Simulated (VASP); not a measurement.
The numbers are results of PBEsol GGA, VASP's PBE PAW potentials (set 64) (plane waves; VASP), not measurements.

The input files of a VASP run:

INCAR:
```
! general
SYSTEM   =  PbF2
PREC     =  Accurate
ENCUT    =  620
LREAL    =  F
LASPH    =  T

! electronic loop
EDIFF    =  1E-6
NELM     =  100
ALGO     =  Normal
LMAXMIX  =  4

! smearing
ISMEAR   =  0
SIGMA    =  0.05

! functional
GGA      =  PS

! ions
IBRION   =  2
NSW      =  40
ISIF     =  3
EDIFFG   =  -0.02
PSTRESS  =  50

! output
LWAVE    =  F
LCHARG   =  F
```

File POSCAR:
```
PbF2
1
    0.0000000000     2.8908785948     2.8908785948
    2.8908785948     0.0000000000     2.8908785948
    2.8908785948     2.8908785948    -0.0000000000
Pb F
1 2
Direct
  0.0000000000   0.0000000000   0.0000000000
  0.2500000000   0.2500000000   0.2500000000
  0.7500000000   0.7500000000   0.7500000000
```

### KPOINTS
```
Automatic mesh
0
Gamma
7 7 7
0 0 0
```

POTCAR, in this order: Pb_d F (PBE.64 set). Program: vasp_std.

Output

File OSZICAR:
```
       N       E                     dE             d eps       ncg     rms          rms(c)
DAV:   1     0.327488511959E+03    0.32749E+03   -0.16799E+04   720   0.204E+03
DAV:   2     0.163682047514E+02   -0.31112E+03   -0.29956E+03   790   0.495E+02
DAV:   3    -0.154377122293E+02   -0.31806E+02   -0.31507E+02   874   0.169E+02
DAV:   4    -0.163695792955E+02   -0.93187E+00   -0.93057E+00   790   0.289E+01
DAV:   5    -0.163983005558E+02   -0.28721E-01   -0.28720E-01   876   0.529E+00    0.702E+00
DAV:   6    -0.149104821617E+02    0.14878E+01   -0.78773E+00   968   0.253E+01    0.248E+00
DAV:   7    -0.148987545492E+02    0.11728E-01   -0.32716E-01   730   0.426E+00    0.143E+00
DAV:   8    -0.148931206546E+02    0.56339E-02   -0.79141E-02   722   0.369E+00    0.448E-01
DAV:   9    -0.148909914934E+02    0.21292E-02   -0.14239E-02   912   0.105E+00    0.948E-02
DAV:  10    -0.148921344069E+02   -0.11429E-02   -0.13390E-03   720   0.271E-01    0.228E-02
DAV:  11    -0.148921608666E+02   -0.26460E-04   -0.46516E-05   772   0.604E-02    0.848E-03
DAV:  12    -0.148921736861E+02   -0.12819E-04   -0.21464E-05   720   0.288E-02    0.210E-03
DAV:  13    -0.148921737833E+02   -0.97213E-07   -0.45810E-07   594   0.548E-03
   1 F= -.13384251E+02 E0= -.13384251E+02  d E =-.133843E+02
```

### OUTCAR
```
------------------------ aborting loop because EDIFF is reached ----------------------------------------
  FORCE on cell =-STRESS in cart. coord.  units (eV):
  Direction    XX          YY          ZZ          XY          YZ          ZX
  --------------------------------------------------------------------------------------
  Total        1.5203644      1.5203644      1.5203644      0.0000000     -0.0000000     -0.0000000
  in kB       50.4125571     50.4125571     50.4125571      0.0000000     -0.0000000     -0.0000000
  external PRESSURE =       0.4125571 kB  Pullay stress =      50.0000000 kB
  volume of cell :       48.32
      direct lattice vectors                 reciprocal lattice vectors
     0.000000000  2.890878595  2.890878595    -0.172957799  0.172957799  0.172957799
     2.890878595  0.000000000  2.890878595     0.172957799 -0.172957799  0.172957799
     2.890878595  2.890878595  0.000000000     0.172957799  0.172957799 -0.172957799
 POSITION                                       TOTAL-FORCE (eV/Angst)
 -----------------------------------------------------------------------------------
      0.00000      0.00000      0.00000        -0.000000     -0.000000      0.000000
      1.44544      1.44544      1.44544        -0.000000     -0.000000     -0.000000
      4.33632      4.33632      4.33632         0.000000      0.000000      0.000000
 -----------------------------------------------------------------------------------
    total drift:                                0.000000      0.000000      0.000000
  FREE ENERGIE OF THE ION-ELECTRON SYSTEM (eV)
  ---------------------------------------------------
  free  energy   TOTEN  =       -14.8921737833 eV

  energy  without entropy=      -14.8921737833  energy(sigma->0) =      -14.89217378
  enthalpy is  TOTEN    =       -13.3842514344 eV   P V=        1.5079223489

 reached required accuracy - stopping structural energy minimisation
```
(Selected blocks of OUTCAR.)

**OUTCAR**
```
 val. band max:        2.6905138003   @ k =  -0.2857   0.4286   0.1429

 cond. band min:       6.9988963996   @ k =   0.4286   0.4286   0.0000


 Fermi energy:         2.9802054727

 k-point     1 :       0.0000    0.0000    0.0000
  band No.  band energies     occupation
      1     -18.9310      2.00000
      2     -18.1424      2.00000
      3     -11.7902      2.00000
      4     -11.7902      2.00000
      5     -11.7902      2.00000
      6     -11.6857      2.00000
      7     -11.6857      2.00000
      8      -2.0483      2.00000
      9      -0.2856      2.00000
     10      -0.2856      2.00000
     11      -0.2856      2.00000
     12       0.2260      2.00000
     13       0.2260      2.00000
     14       0.2260      2.00000
     15       9.4185      0.00000
     16       9.4185      0.00000
     17       9.4185      0.00000
     18      13.3633      0.00000

 k-point     2 :       0.1429    0.0000    0.0000
  band No.  band energies     occupation
      1     -18.8817      2.00000
      2     -18.1881      2.00000
      3     -11.7786      2.00000
      4     -11.7786      2.00000
      5     -11.7316      2.00000
      6     -11.6857      2.00000
      7     -11.6857      2.00000
      8      -2.5171      2.00000
      9      -0.4647      2.00000
     10      -0.3410      2.00000
     11      -0.3410      2.00000
     12       0.1958      2.00000
     13       0.1958      2.00000
     14       0.8846      2.00000
     15       8.7221      0.00000
     16       9.6150      0.00000
     17       9.6150      0.00000
     18      14.5767      0.00000

 k-point     3 :       0.2857    0.0000    0.0000
  band No.  band energies     occupation
      1     -18.7566      2.00000
      2     -18.3004      2.00000
      3     -11.7615      2.00000
      4     -11.7615      2.00000
      5     -11.6764      2.00000
      6     -11.6764      2.00000
      7     -11.6049      2.00000
      8      -3.2259      2.00000
      9      -0.7290      2.00000
...
```

Unless said otherwise, spin-orbit coupling is left out, though it shifts the bands of the heavy elements here.

The compound is PbF2 in the fluorite structure, the β form. It was relaxed first under an external pressure of 5 GPa.
